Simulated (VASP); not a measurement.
Data:

```
CsI
1.0
    4.62382     0.00000     0.00000
    0.00000     4.62382     0.00000
    0.00000     0.00000     4.62382
Cs I
1 1
Direct
  0.00000   0.00000   0.00000
  0.50000   0.50000   0.50000
```

All values below come from AM05 GGA, VASP's PBE PAW potentials (set 64) (plane waves; VASP). Numerical set-up: 520 eV cut-off, Gaussian smearing of 0.050 eV, potentials Cs_sv I.

Unless said otherwise, spin-orbit coupling is left out, though it shifts the bands of the heavy elements here.

**Question.** Give the energies of bands 6 to 11 at the high-symmetry points, in eV from the valence-band maximum.

**Answer.** 
```
band      Γ      X      M      R
----  -----  -----  -----  -----
6     -0.09  -1.47  -0.83  -1.22
7     -0.09  -0.22  -0.83  -1.22
8     -0.09  -0.22   0.00  -1.22
9      3.76   5.25   4.27   7.08
10     4.26   6.33   4.91   7.08
11     4.26   6.58   6.10   7.08
```

The gap is indirect, 3.76 eV, from the valence maximum at M to the conduction minimum at Γ.

Measured: gap 6.20 eV (computed value off by -2.44 eV), as given by Aguado et al., (1998), arXiv:cond-mat/9809176.

The compound is CsI in the CsCl type structure. It was relaxed first.
